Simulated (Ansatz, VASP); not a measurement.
# LiW2 (LiW2 in the C11b ordering) in two plane-wave programs, part 2 of 2

Aim: how closely do two programs agree when they are given the same cell, functional and k mesh? The cell is generated by rule, not measured, and may not be a known phase. The cell is taken from a series of runs on this material, whose earlier steps may have relaxed, scaled, displaced or heated it; both programs get it as it stands.

VASP 6.6.1 and Ansatz 0.2.0.

So far: Starting point; Ansatz: relaxation of cell and atoms, PBE, pair 1; VASP: relaxation of cell and atoms, PBE, pair 1; Differences.

**5. VASP: relaxation of cell and atoms, PBE, pair 2**

Level of this step: PBE; plane waves and PAW (Li_sv, W); invented cell (VASP).

The relaxed volume is the usual yardstick between codes: in a stiff, nearly cubic crystal its relative difference is about their pressure difference at one cell divided by the bulk modulus.

The input, INCAR:

```
SYSTEM = LiW2
PREC = Accurate
ENCUT = 750
EDIFF = 1E-07
NELM = 120
ISMEAR = 1
SIGMA = 0.2
LREAL = .FALSE.
ALGO = Normal
GGA = PE
NBANDS = 13
LASPH = .TRUE.
LORBIT = 11
LWAVE = .FALSE.
LCHARG = .FALSE.
ISIF = 3
IBRION = 2
NSW = 80
EDIFFG = -0.005
GGA_COMPAT = .FALSE.
NELMIN = 4
KPAR = 2
```

The input, POSCAR:

```
LiW2
1.0
    3.3009550000      0.0000000000      0.0000020000
    0.0000000000      3.3009550000      0.0000020000
    1.6504750000      1.6504750000      4.0899000000
Li W
1 2
Direct
    0.0000000000      0.0000000000      0.0000000000
    0.6695147579      0.6695147579      0.6609702736
    0.3304853643      0.3304853643      0.3390294819
```

The input, KPOINTS:

```
Automatic mesh
0
Gamma
10 10 10
0 0 0
```

The projector-augmented-wave data sets are Li_sv and W (PBE family, release 64).

On the command line:

```bash
> mpirun -np 2 vasp_std
```

Numbers of over 12 decimals in the logs are rounded to 6 here.

What it wrote:

```text
[... set-up lines as in an earlier step ...]
 entering main loop
       N       E                     dE             d eps       ncg     rms          rms(c)
DAV:   1     0.594324389454E+02    0.59432E+02   -0.71871E+03  2652   0.135E+03
DAV:   2    -0.213666321654E+02   -0.80799E+02   -0.72859E+02  3114   0.283E+02
DAV:   3    -0.275337634376E+02   -0.61671E+01   -0.56760E+01  3752   0.568E+01
DAV:   4    -0.279323449684E+02   -0.39858E+00   -0.39612E+00  3771   0.154E+01
[...]
DAV:  12    -0.262921685713E+02    0.70464E-06   -0.39276E-06  3138   0.148E-02    0.494E-03
DAV:  13    -0.262921682541E+02    0.31718E-06   -0.26751E-07  2852   0.376E-03    0.360E-04
DAV:  14    -0.262921682564E+02   -0.22388E-08   -0.20056E-08  1821   0.137E-03
   1 F= -.26292168E+02 E0= -.26286937E+02  d E =-.262922E+02
[... from here on, the cycles between the ionic steps are left out ...]
   2 F= -.26285702E+02 E0= -.26280471E+02  d E =0.646586E-02
   3 F= -.26295583E+02 E0= -.26290374E+02  d E =-.341500E-02
   4 F= -.26295582E+02 E0= -.26290372E+02  d E =-.341337E-02
   5 F= -.26295602E+02 E0= -.26290393E+02  d E =-.206852E-04
   6 F= -.26295608E+02 E0= -.26290398E+02  d E =-.262662E-04
[...]
reached required accuracy - stopping structural energy minimisation
```

OUTCAR, selected parts (step 5):

```text
  Total       -0.0121327     -0.0121327     -0.0038512     -0.0000000     -0.0000000     -0.0000000
  in kB       -0.4405076     -0.4405076     -0.1398282     -0.0000000     -0.0000002     -0.0000002
  external PRESSURE =      -0.3402812 kB  Pullay stress =       0.0000000 kB

 POSITION                                       TOTAL-FORCE (eV/Angst)
 -----------------------------------------------------------------------------------
      0.00000      0.00000      0.00000         0.000000      0.000000     -0.000000
      3.28926      3.28926      2.69247         0.000000      0.000000     -0.003695
      1.64463      1.64463      1.38622        -0.000000     -0.000000      0.003695
 -----------------------------------------------------------------------------------
    total drift:                                0.000000      0.000000      0.000026

  FREE ENERGIE OF THE ION-ELECTRON SYSTEM (eV)
  ---------------------------------------------------
  free  energy   TOTEN  =       -26.2956078965 eV

  energy  without entropy=      -26.2799777396  energy(sigma->0) =      -26.29039784

[... 2 parts as in an earlier step ...]

[... 2 further parts left out ...]
[key lines of the parts left out:]
E-fermi :   5.6326
```

**6. Ansatz: relaxation of cell and atoms, PBE, pair 2**

The same cell, functional, mesh and smearing now go to Ansatz, which takes its cutoff from its data sets.

The cell is taken from a series of runs on this material, whose earlier steps may have relaxed, scaled, displaced or heated it; both programs get it as it stands.

The input, input.yaml:

```yaml
crystal:
  lattice:
    - [3.3009546344, 0.0, 1.6786e-06]
    - [0.0, 3.3009546344, 1.6786e-06]
    - [1.6504752374, 1.6504752374, 4.0898995898]
  atoms:
    - { symbol: Li, position: [0.0, 0.0, 0.0] }
    - { symbol: W, position: [0.669514744, 0.669514744, 0.660970512] }
    - { symbol: W, position: [0.330485256, 0.330485256, 0.339029488] }
kpoints:
  mp_grid: { grid: [10, 10, 10] }
hamiltonian:
  xc: pbe
scf:
  occupations: { method: methfessel_paxton, width: 0.2 }
output:
  forces: true
  stress: true
  eigenvalues: true
relax:
  adjacent_minimum: "off"
  f_tol: 0.001
  max_steps: 60
  cell: { stress_tol: 0.01 }
```

On the command line:

```bash
> ansatz run input.yaml --threads 4 --pin off --max-ram 8192MiB --backend cpu --events-out ev --progress --plain --runs-dir out
```

What it wrote:

```text
[...]
Crystal: 3 atoms, lattice volume = 44.565 Å³
Basis set: ecut = 420 eV, 881 PW (Γ), exchange–correlation on 48×48×64 points (8 copies of the dense FFT grid, shifted against one another)
Bands: 20, of which v1, the nominal top of the filled ones, is band 16 counted from 1 (15 counted from 0)
Symmetry: 16 space group operations
[...]
k-points: 102 of 1000
[...]
--- Relaxed structure (4 steps of the walk, 4 accepted, 1 SCFs on fresh bases) ---
[...]
cell:  # Å, volume = 44.5566 Å³
    - [3.301220, -4.268362396726221e-13, 1.6787378598131242e-6]
    - [-4.2683623967272097e-13, 3.301220, 1.6787378598133188e-6]
    - [1.650608, 1.650608, 4.088494]
  atoms:
    - { symbol: Li, position: [0, 0, 0] }
    - { symbol: W, position: [0.669482, 0.669482, 0.661036] }
    - { symbol: W, position: [0.330518, 0.330518, 0.338964] }
[key lines of the parts left out:]
SCF converged after 4 iterations
Free energy (F): -20972.686595 eV
Fermi energy:    16.285343 eV
P = ⅓ Tr σ = 0.0000 GPa (0.000 kbar)
```

**7. Comparison**

What differs besides the data sets and the points named for the pairs above, as far as they apply: the data sets hold 31 valence electrons in Ansatz (on its default PAW (the set named soft_2) files) and 15 in VASP. Total energies have different zeros and are not compared.

The two programs side by side:

| quantity | Ansatz | VASP | difference |
| --- | --- | --- | --- |
| volume (Å³) | 44.56 | 44.13 | +0.97 % |
| edge a after relaxation, in the typed setting (Å) | 3.301 | 3.289 | +0.36 % |
| edge c after relaxation, in the typed setting (Å) | 4.708 | 4.695 | +0.27 % |

**8. Ansatz: zone-centre phonons, PBE**

Second derivatives magnify differences that forces hide, and they need a tight electronic threshold.

The cell is taken from a series of runs on this material, whose earlier steps may have relaxed, scaled, displaced or heated it; both programs get it as it stands.

The input, input.yaml:

```yaml
crystal:
  lattice:
    - [3.3012202492, 0.0, 1.6787e-06]
    - [0.0, 3.3012202492, 1.6787e-06]
    - [1.6506080455, 1.6506080455, 4.0884942965]
  atoms:
    - { symbol: Li, position: [0.0, 0.0, 0.0] }
    - { symbol: W, position: [0.6694821332, 0.6694821332, 0.6610357335] }
    - { symbol: W, position: [0.3305178668, 0.3305178668, 0.3389642665] }
kpoints:
  mp_grid: { grid: [6, 6, 6] }
hamiltonian:
  xc: pbe
scf:
  occupations: { method: methfessel_paxton, width: 0.2 }
output:
  eigenvalues: true
phonons:
  method: dfpt
  qmesh: [2, 2, 2]
  temperatures: { t_max: 1000, t_step: 50 }
  qpath:
    path:
      - [[0.0, 0.0, 0.0], [0.5, 0.5, 0.5], [0.5, 0.5, 0.75], [0.5, 0.0, 0.5], [0.0, 0.0, 0.0], [0.0, 0.0, 0.5], [0.4185047, 0.0, 0.70925235]]
      - [[0.5814953, 0.0, 0.29074765], [0.0, 0.0, 0.0]]
      - [[0.5, 0.5, 0.5], [0.5814953, 0.4185047, 0.5]]
      - [[0.4185047, 0.4185047, 0.9185047], [0.0, 0.0, 0.5]]
    npoints: 10
```

What it wrote:

```text
[...]
Crystal: 3 atoms, lattice volume = 44.557 Å³
Basis set: ecut = 420 eV, 865 PW (Γ), exchange–correlation on 64×64×64 points (8 copies of the dense FFT grid, shifted against one another)
Bands: 20, of which v1, the nominal top of the filled ones, is band 16 counted from 1 (15 counted from 0)
Symmetry: 16 space group operations
k-points: 30 of 216
[...]
largest difference from the sums on the solved wave vectors: F 3.02e-2 eV, S 5.42e-5 and C_V 2.41e-5 eV/K
  zero-point energy: 0.130396 eV/cell   skipped modes (ω ≤ 0): 136, of them read as no rigid motion or as one in doubt: 133 (9.531e-2 modes/cell left out, lowest -30.26 cm⁻¹)   left out of the sums: 1.06e-2 of the cell's modes: C_V's classical limit lies that fraction below 3 k_B per atom; for a crystal, a wire or a layer, F and S can be off by more, and a phonons.interpolated_qmesh denser along its periods is the remedy for the sampling
[key lines of the parts left out:]
SCF converged after 9 iterations
Free energy (F): -20972.666442 eV
Fermi energy:    16.317354 eV
```

**9. VASP: zone-centre phonons, PBE**

The same cell, functional, mesh and smearing now go to VASP, with its own data sets.

The input, INCAR:

```
SYSTEM = LiW2
PREC = Accurate
ENCUT = 750
EDIFF = 1E-08
NELM = 120
ISMEAR = 1
SIGMA = 0.2
LREAL = .FALSE.
ALGO = Normal
GGA = PE
NBANDS = 13
LASPH = .TRUE.
LORBIT = 11
LWAVE = .FALSE.
LCHARG = .FALSE.
ISIF = 2
IBRION = 8
GGA_COMPAT = .FALSE.
KPAR = 2
```

The input, POSCAR:

```
LiW2
1.0
    3.3012202492      0.0000000000      0.0000016787
    0.0000000000      3.3012202492      0.0000016787
    1.6506080455      1.6506080455      4.0884942965
Li W
1 2
Direct
    0.0000000000      0.0000000000      0.0000000000
    0.6694821332      0.6694821332      0.6610357335
    0.3305178668      0.3305178668      0.3389642665
```

The input, KPOINTS:

```
Automatic mesh
0
Gamma
6 6 6
0 0 0
```

On the command line:

```bash
> mpirun -np 2 vasp_std
```

What it wrote:

```text
[... set-up lines as in an earlier step ...]
 entering main loop
       N       E                     dE             d eps       ncg     rms          rms(c)
DAV:   1     0.575113539861E+02    0.57511E+02   -0.73379E+03   780   0.136E+03
DAV:   2    -0.222703490328E+02   -0.79782E+02   -0.72062E+02   958   0.278E+02
DAV:   3    -0.276012731144E+02   -0.53309E+01   -0.50304E+01  1125   0.547E+01
DAV:   4    -0.279061793187E+02   -0.30491E+00   -0.30311E+00  1111   0.129E+01
[...]
DAV:  12    -0.262720321966E+02    0.41075E-06   -0.23618E-06   977   0.125E-02    0.360E-03
DAV:  13    -0.262720315946E+02    0.60201E-06   -0.34617E-07  1143   0.389E-03    0.534E-04
DAV:  14    -0.262720316037E+02   -0.90556E-08   -0.17607E-08   764   0.121E-03
   1 F= -.26272032E+02 E0= -.26268073E+02  d E =-.118772E-01
 Linear response reoptimize wavefunctions to high precision
DAV:   1    -0.262720316070E+02   -0.33006E-08   -0.17659E-09   712   0.369E-04
DAV:   2    -0.262720316070E+02   -0.65256E-10   -0.24779E-10   545   0.164E-04
 Linear response DOF=           4
 Linear response progress:
[...]
RMM:  11    -0.115165979208E+00   -0.30811E-07   -0.25051E-08  4795   0.948E-05    0.526E-06
RMM:  12    -0.115165993798E+00   -0.14590E-07   -0.23380E-09  4724   0.668E-05    0.114E-06
RMM:  13    -0.115165994965E+00   -0.11671E-08    0.24434E-09  4795   0.573E-05    0.512E-07
 first order change of Fermi-energy  -0.37002E-04
 force on displaced ion       2 direction 1 :  -9.404  -0.000   0.004
 Linear response progress:
  Degree of freedom:   4/  4
       N       E                     dE             d eps       ncg     rms          rms(c)
RMM:   1    -0.126544370107E+00   -0.12654E+00   -0.78423E-02  1445   0.193E+00
RMM:   2    -0.126803543200E+00   -0.25917E-03   -0.18712E-03  1433   0.327E-01    0.210E-01
RMM:   3    -0.126631213100E+00    0.17233E-03   -0.10692E-03  1575   0.179E-01    0.162E-01
RMM:   4    -0.126469687851E+00    0.16153E-03   -0.46812E-04  1540   0.119E-01    0.107E-01
[...]
RMM:  12    -0.126591228435E+00   -0.20119E-07   -0.38902E-08  1967   0.107E-04    0.604E-06
RMM:  13    -0.126591240879E+00   -0.12444E-07   -0.65650E-08  1929   0.702E-05    0.163E-06
RMM:  14    -0.126591239965E+00    0.91359E-09   -0.82869E-09  1942   0.582E-05    0.616E-07
 first order change of Fermi-energy   0.73487E-01
 force on displaced ion       2 direction 3 :   0.000   0.000 -10.557
 Linear response finished
```

OUTCAR, selected parts (step 9):

```text
  Total       -0.5025274     -0.5025274     -0.7133383     -0.0000000      0.0000001      0.0000001
  in kB      -18.0699981    -18.0699981    -25.6503877     -0.0000000      0.0000039      0.0000039
  external PRESSURE =     -20.5967946 kB  Pullay stress =       0.0000000 kB

 POSITION                                       TOTAL-FORCE (eV/Angst)
 -----------------------------------------------------------------------------------
      0.00000      0.00000      0.00000         0.000000      0.000000      0.000000
      3.30122      3.30122      2.70264         0.000000      0.000000     -0.075219
      1.65061      1.65061      1.38585        -0.000000     -0.000000      0.075219
 -----------------------------------------------------------------------------------
    total drift:                                0.000000     -0.000000      0.000000

[... 2 further parts left out ...]
```

**10. Differences**

What differs besides the data sets and the points named for the pairs above, as far as they apply: VASP's run holds the zone centre alone; the data sets hold 31 valence electrons in Ansatz (on its default PAW (the set named soft_2) files) and 15 in VASP. Total energies have different zeros and are not compared.

Compared:

| quantity | Ansatz | VASP | difference |
| --- | --- | --- | --- |
| optical mode 1 to 2 (cm⁻¹) | 159.7 | 154.2 | +3.60 % |
| optical mode 3 (cm⁻¹) | 167.3 | 161.7 | +3.47 % |
| optical mode 4 to 5 (cm⁻¹) | 468.8 | 474.4 | -1.17 % |
| optical mode 6 (cm⁻¹) | 524.5 | 524.2 | +0.05 % |

Modes are paired by rising frequency, not by their patterns, so a pair may set unlike modes beside each other; they are those without the splitting of longitudinal modes.

**11. Outcome**

| Quantity | Value |
| --- | --- |
| difference in volume (relaxation of cell and atoms, PBE, pair 1) | 0.96 % |
| difference in volume (relaxation of cell and atoms, PBE, pair 2) | 0.97 % |
| r.m.s. difference of the optical zone-centre modes, each program's sorted by frequency (zone-centre phonons, PBE) | 5.1 cm⁻¹ |
| difference in optical mode 1 to 2 (zone-centre phonons, PBE) | +3.6 % |

**Reading.** The difference in volume is 0.97 % (relaxation of cell and atoms, PBE, pair 2), within the 1.2 % picked in this series as the mark of a large difference, as far as the stopping tolerances let one tell. The data sets hold unlike numbers of valence electrons (31 in Ansatz and 15 in VASP), so part of the differences may come from the potentials. Among the rows given in per cent, the largest difference of the zone-centre phonons, PBE pair is in optical mode 1 to 2, +3.6 %. 1 further pair of this series is not shown here. How closely two codes agree says nothing of how well the functional describes the real material.

[Lines on the potential files, build, host, timing and source positions are cut from VASP's logs without a mark.]

[Logs are printed without paths, hosts, clocks, repeated set-up lines and the standing remarks that a program may print on its own settings, such as how far it seeks lower states.]

[Hosts, paths, dates, database ids (printed as entryN), source tags and the programs' standing remarks are cut or masked in the printed files.]
